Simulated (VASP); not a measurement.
Write the native input for VASP 6.6.1 that does the following.

- Task: relaxation of the atoms
- Functional: PBE
- Dispersion: D3
- Potentials or basis: VASP PAW PBE potentials, release 64 (Ag, F)
- Cutoff: 520 eV
- k mesh: 9 × 7 × 1
- Occupations: fermi-dirac, width 0.05 eV
- Spin: no spin polarisation
- Dipole correction: yes
- Atoms held fixed (from 0): [0]
- Further INCAR settings: ALGO = Normal; EDIFF = 1e-06; IBRION = 2; EDIFFG = -0.02; NSW = 60

The structure of AgF lies in POSCAR:

```
AgF
1.0
    3.1221000000      0.0000000000      0.0000000000
    0.0000000000      4.1428800000      0.0000000000
    0.0000000000      0.0000000000     23.8000000000
Ag F
1 1
Selective dynamics
Direct
    0.0000000000      0.5000000000      0.2941200000  F F F
    0.0000000000      0.0000000000      0.2941200000  T T T
```

The cell was built by a generator and needn't be a form met in nature.

The input as run:

INCAR

```
PREC = Accurate
ENCUT = 520
EDIFF = 1E-6
ISMEAR = -1
SIGMA = 0.05
LREAL = F
LASPH = T
NELM = 80
ALGO = Normal
ISIF = 2
LWAVE = F
LCHARG = F
LDIPOL = T
IDIPOL = 3
DIPOL = 0.5 0.5 0.294
GGA = PE
IVDW = 11
IBRION = 2
NSW = 60
EDIFFG = -0.02
```

KPOINTS

```
Automatic mesh
0
Gamma
  9 7 1
```

Potentials or basis: VASP PAW PBE potentials, release 64 (Ag, F).

The run is started by

```console
$ cat potpaw_PBE.64/Ag/POTCAR potpaw_PBE.64/F/POTCAR > POTCAR
$ mpirun -np 1 vasp_std > vasp.out
```

Results of the run:

```
Band gap on the k mesh     : 1.10 eV, indirect (least direct gap 3.20 eV)
Dispersion energy per atom : -0.066 eV
```

Caveat: the relaxation stopped at its first step, so nothing moved.

Wall time 75 s on 1 thread of Intel(R) Xeon(R) Platinum 8488C (Sapphire Rapids), on a shared host, peak memory 0.41 GiB.
